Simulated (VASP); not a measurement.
Write the native input for VASP 6.6.1 that does the following.

- Task: single point
- Functional: r2SCAN
- Potentials or basis: VASP PAW PBE potentials, release 64 (Ru_pv, Se)
- Cutoff: 520 eV
- k mesh: 6 × 6 × 6
- Occupations: gaussian, width 0.05 eV
- Spin: collinear spin, ferromagnetic start
- Starting moments: [1.0, 0.0] μB
- Hubbard terms: Ru d U = 3 eV
- Further INCAR settings: ALGO = Normal; EDIFF = 1e-06

The structure of RuSe lies in POSCAR:

```
RuSe
1.0
    0.0000000000      2.9063344000      2.9063344000
    2.9063344000      0.0000000000      2.9063344000
    2.9063344000      2.9063344000      0.0000000000
Ru Se
1 1
Direct
    0.0000000000      0.0000000000      0.0000000000
    0.2500000000      0.2500000000      0.2500000000
```

The cell comes from a database or a generator and needn't be the stable form of this composition.

One way to write it, as run:

INCAR

```
SYSTEM = RuSe
  ALGO = Normal
  EDIFF = 1E-6
  ENCUT = 520
  ISIF = 2
  ISMEAR = 0
  ISPIN = 2
  LASPH = .True.
  LCHARG = .True.
  LDAU = .True.
  LDAUJ = 0 0
  LDAUL = 2 -1
  LDAUPRINT = 1
  LDAUTYPE = 2
  LDAUU = 3 0
  LELF = .True.
  LMAXMIX = 4
  LMIXTAU = .True.
  LORBIT = 11
  LREAL = .False.
  LVHAR = .True.
  LWAVE = .False.
  MAGMOM = 1 0
  METAGGA = R2SCAN
  NELM = 60
  PREC = Accurate
  SIGMA = 0.05
```

KPOINTS

```
k-points
0
Gamma
  6 6 6
  0 0 0
```

Potentials or basis: VASP PAW PBE potentials, release 64 (Ru_pv, Se).

Launch:

```console
$ cat potpaw_PBE.64/Ru_pv/POTCAR potpaw_PBE.64/Se/POTCAR > POTCAR
$ mpirun -np 1 vasp_std > vasp.out
```

It gave:

```yaml
Pressure: -1.3 GPa
Band_gap_on_the_k_mesh: none (metal or under the smearing width)
Net_moment: 2.00 μB per cell
Site_moments: Ru +1.93; Se -0.14 μB
Valence_electrons_inside_the_program's_atomic_spheres: Ru 12.46; Se 3.90
```

Caveat: the PAW data sets were made with another functional, which shifts forces and pressure a little.

Wall time 77 s on 1 thread of AMD EPYC 9R45 96-Core Processor (Zen 5), on a shared host, peak memory 0.19 GiB.
